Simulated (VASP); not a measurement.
Calculation: r2SCAN meta-GGA, VASP's PBE PAW potentials (set 64) (plane waves; VASP).

The input files of a VASP run:

INCAR:
```
LASPH=.TRUE.   ! aspherical one-centre terms
ISMEAR=1
LCHARG=.FALSE.
EDIFFG=-0.01
LMAXMIX=6
PREC=Accurate
LMIXTAU=.TRUE.
ISIF=3   ! ions, shape and volume
NSW=60   ! most ionic steps
ENCUT=400   ! plane-wave cut-off (eV)
EDIFF=1E-6   ! SCF stop (eV)
SYSTEM=Pt
ALGO=Normal
LWAVE=.FALSE.
SIGMA=0.1
LREAL=.FALSE.   ! projection in real space or not
IBRION=2   ! conjugate gradients
NELM=100   ! most electronic steps
METAGGA=R2SCAN
```

File POSCAR:
```
Pt
1
   -1.5707987580     1.5707987580     1.5707987580
    1.5707987580    -1.5707987580     1.5707987580
    1.5707987580     1.5707987580    -1.5707987580
Pt
1
Direct
  1.0000000000   1.0000000000   0.0000000000
```

File KPOINTS:
```
Automatic mesh
0
Gamma
15 15 15
0 0 0
```

POTCAR, in this order: Pt (PBE.64 set). Program: vasp_std.

Question: What will the output report for the number of irreducible k-points (NKPTS), number of bands (NBANDS), largest plane-wave count, number of space-group operations, FFT grid (NGX, NGY, NGZ)?

Answer: 
number of irreducible k-points (NKPTS): 120
number of bands (NBANDS): 9
largest plane-wave count: 321
number of space-group operations: 48
FFT grid (NGX, NGY, NGZ): 18 × 18 × 18

The structure comes from a computed database's Pt entry (Im-3m); how it stands against other phases isn't given here. It was relaxed first. The start is the result of an earlier pass.
